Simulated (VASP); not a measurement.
OSZICAR of a VASP run on Ga32As31N:

OSZICAR:
```
...
DAV:   1    -0.263810859404E+03   -0.12344E+00   -0.17776E+01   640   0.865E+00    0.136E+00
RMM:   2    -0.263900498944E+03   -0.89640E-01   -0.10848E+00   640   0.183E+00    0.560E-01
RMM:   3    -0.263909334512E+03   -0.88356E-02   -0.14568E-01   680   0.704E-01    0.411E-01
RMM:   4    -0.263907311369E+03    0.20231E-02   -0.24209E-02   644   0.289E-01    0.160E-01
RMM:   5    -0.263907182579E+03    0.12879E-03   -0.49762E-03   688   0.122E-01    0.107E-01
RMM:   6    -0.263907174127E+03    0.84519E-05   -0.13526E-03   653   0.640E-02    0.378E-02
RMM:   7    -0.263907184431E+03   -0.10304E-04   -0.34449E-04   671   0.309E-02    0.225E-02
RMM:   8    -0.263907187863E+03   -0.34323E-05   -0.96035E-05   562   0.159E-02
   4 F= -.26390719E+03 E0= -.26386955E+03  d E =-.219777E+00  mag=     1.0000
       N       E                     dE             d eps       ncg     rms          rms(c)
DAV:   1    -0.263913564710E+03   -0.63803E-02   -0.23031E+00   688   0.307E+00    0.473E-01
RMM:   2    -0.263925095291E+03   -0.11531E-01   -0.13832E-01   640   0.663E-01    0.209E-01
RMM:   3    -0.263926074029E+03   -0.97874E-03   -0.18008E-02   674   0.253E-01    0.141E-01
RMM:   4    -0.263925863111E+03    0.21092E-03   -0.30133E-03   643   0.104E-01    0.555E-02
RMM:   5    -0.263925864141E+03   -0.10305E-05   -0.73259E-04   686   0.454E-02    0.361E-02
RMM:   6    -0.263925862698E+03    0.14435E-05   -0.14939E-04   617   0.223E-02    0.129E-02
RMM:   7    -0.263925864285E+03   -0.15865E-05   -0.39187E-05   465   0.108E-02
   5 F= -.26392586E+03 E0= -.26388844E+03  d E =-.238454E+00  mag=     1.0000
       N       E                     dE             d eps       ncg     rms          rms(c)
DAV:   1    -0.263999359658E+03   -0.73497E-01   -0.56564E+00   656   0.437E+00    0.914E-01
RMM:   2    -0.264035208361E+03   -0.35849E-01   -0.45667E-01   642   0.122E+00    0.397E-01
RMM:   3    -0.264039153499E+03   -0.39451E-02   -0.63910E-02   664   0.473E-01    0.219E-01
RMM:   4    -0.264038883796E+03    0.26970E-03   -0.97361E-03   644   0.188E-01    0.104E-01
RMM:   5    -0.264039040554E+03   -0.15676E-03   -0.25803E-03   657   0.902E-02    0.474E-02
RMM:   6    -0.264039085333E+03   -0.44779E-04   -0.54226E-04   684   0.410E-02    0.265E-02
RMM:   7    -0.264039093868E+03   -0.85354E-05   -0.10670E-04   596   0.192E-02    0.915E-03
RMM:   8    -0.264039096561E+03   -0.26927E-05   -0.23731E-05   418   0.852E-03
   6 F= -.26403910E+03 E0= -.26400154E+03  d E =-.113232E+00  mag=     1.0000
       N       E                     dE             d eps       ncg     rms          rms(c)
DAV:   1    -0.264039759592E+03   -0.66572E-03   -0.69190E-02   744   0.484E-01    0.983E-02
RMM:   2    -0.264040195823E+03   -0.43623E-03   -0.55620E-03   642   0.134E-01    0.430E-02
RMM:   3    -0.264040247130E+03   -0.51307E-04   -0.78251E-04   659   0.523E-02    0.237E-02
RMM:   4    -0.264040245104E+03    0.20256E-05   -0.12686E-04   616   0.212E-02    0.109E-02
RMM:   5    -0.264040247246E+03   -0.21420E-05   -0.30778E-05   446   0.976E-03
   7 F= -.26404025E+03 E0= -.26400267E+03  d E =-.114383E+00  mag=     1.0000
       N       E                     dE             d eps       ncg     rms          rms(c)
DAV:   1    -0.264055710851E+03   -0.15466E-01   -0.72373E-01   656   0.176E+00    0.307E-01
RMM:   2    -0.264058755666E+03   -0.30448E-02   -0.41539E-02   641   0.378E-01    0.118E-01
RMM:   3    -0.264059183117E+03   -0.42745E-03   -0.60252E-03   686   0.143E-01    0.678E-02
RMM:   4    -0.264059134456E+03    0.48661E-04   -0.69840E-04   644   0.521E-02    0.287E-02
RMM:   5    -0.264059150732E+03   -0.16276E-04   -0.21538E-04   654   0.268E-02    0.119E-02
RMM:   6    -0.264059150162E+03    0.56973E-06   -0.44532E-05   476   0.115E-02
   8 F= -.26405915E+03 E0= -.26402126E+03  d E =-.189029E-01  mag=     1.0000
       N       E                     dE             d eps       ncg     rms          rms(c)
DAV:   1    -0.264059952018E+03   -0.80129E-03   -0.48249E-02   752   0.456E-01    0.812E-02
RMM:   2    -0.264060176843E+03   -0.22482E-03   -0.28928E-03   641   0.999E-02    0.310E-02
RMM:   3    -0.264060207349E+03   -0.30507E-04   -0.41083E-04   685   0.377E-02    0.183E-02
RMM:   4    -0.264060204337E+03    0.30121E-05   -0.50027E-05   524   0.139E-02
   9 F= -.26406020E+03 E0= -.26402225E+03  d E =-.199571E-01  mag=     1.0000
       N       E                     dE             d eps       ncg     rms          rms(c)
DAV:   1    -0.264062309805E+03   -0.21025E-02   -0.25835E-01   656   0.101E+00    0.174E-01
RMM:   2    -0.264063683562E+03   -0.13738E-02   -0.16537E-02   640   0.237E-01    0.574E-02
RMM:   3    -0.264063909269E+03   -0.22571E-03   -0.25060E-03   674   0.944E-02    0.359E-02
RMM:   4    -0.264063911198E+03   -0.19293E-05   -0.33488E-04   646   0.364E-02    0.166E-02
RMM:   5    -0.264063916582E+03   -0.53836E-05   -0.83284E-05   557   0.171E-02
  10 F= -.26406392E+03 E0= -.26402570E+03  d E =-.371224E-02  mag=     1.0000
       N       E                     dE             d eps       ncg     rms          rms(c)
DAV:   1    -0.264063964437E+03   -0.53239E-04   -0.14899E-02   736   0.243E-01    0.421E-02
RMM:   2    -0.264064049442E+03   -0.85005E-04   -0.99495E-04   640   0.585E-02    0.148E-02
RMM:   3    -0.264064064909E+03   -0.15467E-04   -0.15962E-04   629   0.237E-02    0.991E-03
RMM:   4    -0.264064065262E+03   -0.35278E-06   -0.20869E-05   420   0.915E-03
  11 F= -.26406407E+03 E0= -.26402580E+03  d E =-.386092E-02  mag=     1.0000
       N       E                     dE             d eps       ncg     rms          rms(c)
DAV:   1    -0.264064687549E+03   -0.62264E-03   -0.61154E-02   672   0.511E-01    0.887E-02
RMM:   2    -0.264064904062E+03   -0.21651E-03   -0.31930E-03   640   0.106E-01    0.321E-02
RMM:   3    -0.264064945100E+03   -0.41039E-04   -0.52106E-04   679   0.425E-02    0.178E-02
RMM:   4    -0.264064945505E+03   -0.40471E-06   -0.62938E-05   542   0.160E-02
  12 F= -.26406495E+03 E0= -.26402650E+03  d E =-.880243E-03  mag=     1.0000
       N       E                     dE             d eps       ncg     rms          rms(c)
DAV:   1    -0.264064947977E+03   -0.28769E-05   -0.68301E-05   712   0.170E-02    0.401E-03
RMM:   2    -0.264064948048E+03   -0.71099E-07   -0.36677E-06   344   0.362E-03    0.256E-03
RMM:   3    -0.264064948056E+03   -0.75779E-08   -0.38217E-07   151   0.162E-03    0.138E-03
RMM:   4    -0.264064948049E+03    0.68012E-08   -0.12613E-07    98   0.146E-03
  13 F= -.26406495E+03 E0= -.26402650E+03  d E =-.882787E-03  mag=     1.0000
       N       E                     dE             d eps       ncg     rms          rms(c)
DAV:   1    -0.264064889965E+03    0.58091E-04   -0.45827E-02   672   0.432E-01    0.829E-02
RMM:   2    -0.264065069051E+03   -0.17909E-03   -0.25812E-03   641   0.940E-02    0.309E-02
RMM:   3    -0.264065090458E+03   -0.21407E-04   -0.34797E-04   681   0.358E-02    0.153E-02
RMM:   4    -0.264065090360E+03    0.97847E-07   -0.43706E-05   488   0.132E-02
  14 F= -.26406509E+03 E0= -.26402657E+03  d E =-.142311E-03  mag=     1.0000
       N       E                     dE             d eps       ncg     rms          rms(c)
DAV:   1    -0.264065184245E+03   -0.93787E-04   -0.88241E-03   672   0.190E-01    0.366E-02
RMM:   2    -0.264065217976E+03   -0.33731E-04   -0.48875E-04   640   0.410E-02    0.133E-02
RMM:   3    -0.264065221041E+03   -0.30650E-05   -0.59111E-05   531   0.152E-02    0.618E-03
RMM:   4    -0.264065221085E+03   -0.44403E-07   -0.77213E-06   357   0.553E-03
  15 F= -.26406522E+03 E0= -.26402672E+03  d E =-.273036E-03  mag=     1.0000
       N       E                     dE             d eps       ncg     rms          rms(c)
DAV:   1    -0.264065332285E+03   -0.11124E-03   -0.12547E-02   680   0.211E-01    0.507E-02
RMM:   2    -0.264065376658E+03   -0.44373E-04   -0.82484E-04   640   0.543E-02    0.195E-02
RMM:   3    -0.264065382542E+03   -0.58844E-05   -0.12034E-04   649   0.214E-02    0.835E-03
RMM:   4    -0.264065383164E+03   -0.62211E-06   -0.17510E-05   392   0.831E-03
  16 F= -.26406538E+03 E0= -.26402685E+03  d E =-.162079E-03  mag=     1.0000
       N       E                     dE             d eps       ncg     rms          rms(c)
DAV:   1    -0.264065389406E+03   -0.68636E-05   -0.38696E-04   736   0.374E-02    0.906E-03
RMM:   2    -0.264065390567E+03   -0.11612E-05   -0.23966E-05   351   0.922E-03    0.324E-03
RMM:   3    -0.264065390584E+03   -0.17622E-07   -0.24048E-06   332   0.328E-03    0.135E-03
RMM:   4    -0.264065390540E+03    0.44078E-07   -0.50066E-08    64   0.128E-03
  17 F= -.26406539E+03 E0= -.26402686E+03  d E =-.169455E-03  mag=     1.0000
       N       E                     dE             d eps       ncg     rms          rms(c)
DAV:   1    -0.264065438795E+03   -0.48210E-04   -0.13283E-02   672   0.233E-01    0.446E-02
RMM:   2    -0.264065485522E+03   -0.46728E-04   -0.68302E-04   640   0.493E-02    0.157E-02
RMM:   3    -0.264065491074E+03   -0.55518E-05   -0.90455E-05   566   0.190E-02    0.697E-03
RMM:   4    -0.264065491714E+03   -0.64028E-06   -0.12769E-05   386   0.726E-03
  18 F= -.26406549E+03 E0= -.26402696E+03  d E =-.101174E-03  mag=     1.0000
       N       E                     dE             d eps       ncg     rms          rms(c)
DAV:   1    -0.264065495698E+03   -0.46236E-05   -0.54371E-04   672   0.475E-02    0.924E-03
RMM:   2    -0.264065497408E+03   -0.17103E-05   -0.27144E-05   371   0.981E-03    0.306E-03
RMM:   3    -0.264065497454E+03   -0.45813E-07   -0.25396E-06   320   0.344E-03    0.128E-03
RMM:   4    -0.264065497410E+03    0.44276E-07   -0.11377E-07    90   0.137E-03
  19 F= -.26406550E+03 E0= -.26402697E+03  d E =-.106869E-03  mag=     1.0000
```

Task: Which electronic solver shows in the log?

Result: It is blocked Davidson (ALGO = Normal, or the opening steps of other solvers) and then RMM-DIIS (ALGO = Fast or VeryFast). The INCAR had ALGO = Fast.

Task: How was spin treated?

Result: Collinear spin (ISPIN = 2): the summary line carries one mag value, 1.00 μB in the cell.

Task: Can the final energy be trusted as converged?

Result: The calculation finished and met its thresholds. It stopped with EDIFF = 1E-5, NELM = 100, NSW = 60 and EDIFFG = -0.03 after 19 ionic steps (PBE GGA, plane waves, VASP's PBE PAW potentials (set 64)).  The cell is charged, with a uniform compensating background. The supercell is sampled at Γ alone, which is coarse: total energies, pressure and levels can be off, energies of defects by several tenths of an eV.

The cell is a supercell with a defect, built from GaAs (zinc blende): N_As, charge +1. The total moment is imposed (NUPDOWN), so this need not be the lowest spin state.
